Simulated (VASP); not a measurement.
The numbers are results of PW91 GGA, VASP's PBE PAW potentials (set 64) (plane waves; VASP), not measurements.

The input files of a VASP run:

### KPOINTS
```
Regular mesh
0
Gamma
 13 13 13
0 0 0
```

File POSCAR:
```
MoSi2
1.0
 -1.5796869863   1.5796869863   3.8640656550
  1.5796869863  -1.5796869863   3.8640656550
  1.5796869863   1.5796869863  -3.8640656550
Si Mo
2 1
Cart
 -0.0000000000   0.0000000000   5.1365746165
  1.5796869863   1.5796869863  -1.2725089615
  0.0000000000   0.0000000000   7.7281313100
```

### INCAR
```
! general
SYSTEM  = MoSi2
PREC    = Accurate
ENCUT   = 520
LREAL   = .FALSE.   ! projection in real space or not
LASPH   = .TRUE.   ! aspherical one-centre terms

! electronic loop
EDIFF   = 1E-7
NELM    = 100
ALGO    = Normal   ! blocked Davidson
LMAXMIX = 4   ! l cut-off of mixed one-centre charges

! smearing
ISMEAR  = 1   ! Methfessel-Paxton
SIGMA   = 0.1   ! width (eV)

! functional
GGA     = 91

! ions
IBRION  = 2
NSW     = 30   ! most ionic steps
ISIF    = 4   ! ions and shape, fixed volume
EDIFFG  = -0.01   ! ionic stop

! output
LWAVE   = .FALSE.
LCHARG  = .FALSE.
```

POTCAR, in this order: Si Mo_sv (PBE.64 set). Program: vasp_std.

Problem. What does the run give for the energy per atom (σ→0), band gap (on the k-mesh)?

Solution. 
- energy per atom (σ→0): -7.651 eV/atom
- band gap (on the k-mesh): none (metal, semimetal or under 0.01 eV)

**OSZICAR**
```
...
       N       E                     dE             d eps       ncg     rms          rms(c)
DAV:   1    -0.229524799736E+02   -0.36267E-03   -0.14357E-02  6769   0.108E+00    0.934E-02
DAV:   2    -0.229522498225E+02    0.23015E-03   -0.59219E-04  7028   0.191E-01    0.494E-02
DAV:   3    -0.229521956708E+02    0.54152E-04   -0.14385E-04  7224   0.953E-02    0.186E-02
DAV:   4    -0.229521911466E+02    0.45242E-05   -0.16866E-05  7140   0.322E-02    0.743E-03
DAV:   5    -0.229521908269E+02    0.31976E-06   -0.11505E-06  6916   0.724E-03    0.364E-03
DAV:   6    -0.229521907975E+02    0.29411E-07   -0.88062E-08  3675   0.214E-03
   4 F= -.22952191E+02 E0= -.22952135E+02  d E =-.735109E-04
```

The compound is MoSi2 in the MoSi2 type structure. This cell is one point of a volume scan, at 0.94 of the reference volume. Symmetry was kept, so distortions that lower it aren't found.
